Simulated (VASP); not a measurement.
A VASP calculation is set up with these files.

### INCAR
```
SYSTEM = Pt
PREC = Accurate
ENCUT = 400
EDIFF = 1E-6
NELM = 100
ALGO = Normal
LREAL = .FALSE.
LASPH = .TRUE.
ISMEAR = 1
SIGMA = 0.1
GGA = PE
LMAXMIX = 6
LWAVE = .FALSE.
LCHARG = .FALSE.
ISIF = 2
NBANDS = 4
```

POSCAR:
```
Pt
1
    0.0000000000     1.9992000000     1.9992000000
    1.9992000000     0.0000000000     1.9992000000
    1.9992000000     1.9992000000     0.0000000000
Pt
1
Direct
  0.0000000000   0.0000000000   0.0000000000
```

### KPOINTS
```
Automatic mesh
0
Gamma
12 12 12
0 0 0
```

POTCAR, in this order: Pt (PBE.64 set). Program: vasp_std.

The resulting files:

### standard output
```
 POSCAR found type information on POSCAR Pt
 POSCAR found :  1 types and       1 ions
 Reading from existing POTCAR
 Reading from existing POTCAR
 LDA part: xc-table for (Slater+PW92), standard interpolation

 -----------------------------------------------------------------------------
|                                                                             |
|     EEEEEEE  RRRRRR   RRRRRR   OOOOOOO  RRRRRR      ###     ###     ###     |
|     E        R     R  R     R  O     O  R     R     ###     ###     ###     |
|     E        R     R  R     R  O     O  R     R     ###     ###     ###     |
|     EEEEE    RRRRRR   RRRRRR   O     O  RRRRRR       #       #       #      |
|     E        R   R    R   R    O     O  R   R                               |
|     E        R    R   R    R   O     O  R    R      ###     ###     ###     |
|     EEEEEEE  R     R  R     R  OOOOOOO  R     R     ###     ###     ###     |
|                                                                             |
|     The number of bands is not sufficient to hold all electrons. I am       |
|     sorry, but this calculation does not make sense. If you want to         |
|     calculate only selected states, you need to set either EFERMI or        |
|     EREF. EREF specifies around which energy states are supposed to be      |
|     calculated.                                                             |
|     I found NBANDS = 4, NELECT = 10.                                        |
|                                                                             |
|       ---->  I REFUSE TO CONTINUE WITH THIS SICK JOB ... BYE!!! <----       |
|                                                                             |
 -----------------------------------------------------------------------------
```

### Question
Read input and log: which fault does this run have?
A. NBANDS is too small to hold all electrons
B. the Γ-only program was given a k-mesh
C. selective dynamics freezes every atom
D. simple mixing (IMIX = 1) with AMIX above 1 overshoots

### Answer
A, NBANDS is too small to hold all electrons. VASP stops with an error: The number of bands is not sufficient to hold all electrons. I am sorry, but this calculation does not make sense. If you want to calculate only selected states, you need to set either EFERMI or EREF. EREF specifies around which energy states are supposed to be calculated. I found NBANDS = 4, NELECT = 10. ----> I REFUSE TO CONTINUE WITH THIS SICK JOB ... BYE!!! <----

To mend it, remove NBANDS.

The mended run (PBE GGA, plane waves, VASP's PBE PAW potentials (set 64)) converges, and its OSZICAR ends with
```
   1 F= -.60945944E+01 E0= -.60939170E+01  d E =-.203214E-02
```

The compound is Pt in the fcc structure. The cell was not relaxed at this level.
